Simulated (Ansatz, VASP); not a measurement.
Zn3As in VASP and in Ansatz

```
Zn As
1.0
     3.93377    0.00000    0.00000
     0.00000    3.93377    0.00000
     0.00000    0.00000    3.89334
Zn As
3 1
Direct
  0.00000 0.50000 0.50000
  0.50000 0.00000 0.50000
  0.50000 0.50000 0.00000
  0.00000 0.00000 0.00000
```

Alike in both runs: task relaxation of cell and atoms; functional PBE; k mesh 4 × 4 × 4; occupations gaussian, width 0.1 eV; no spin polarisation.

|  | VASP | Ansatz |
| --- | --- | --- |
| version | VASP 6.6.1 | Ansatz 0.2.0 |
| potentials or method | VASP PAW PBE potentials, release 64 (Zn, As) | scalar-relativistic, plane waves, PAW |
| plane-wave cutoff (eV) | 600 | 420 |
| valence electrons in the cell | 41 | 51 |

VASP gave:

```
gap on the k mesh at the Fermi level, each at its own relaxed structure (eV) : none
relaxed volume (Å³/atom)                                                     : 16.78
relaxed cell length with the largest relative difference (Å)                 : 4.077
energy change over the relaxation (meV/atom)                                 : -49
```

Question: Which values does Ansatz return?

Answer: gap on the k mesh at the Fermi level, each at its own relaxed structure (eV): none; relaxed volume (Å³/atom): 16.73; relaxed cell length with the largest relative difference (Å): 4.066; energy change over the relaxation (meV/atom): -46.

A gap of «none» marks a metal or a gap that the smearing closes. The two sets of potentials don't hold the same shells in valence.

Caveats: the k mesh is coarse (spacing up to 0.40 Å⁻¹), so the values aren't converged.
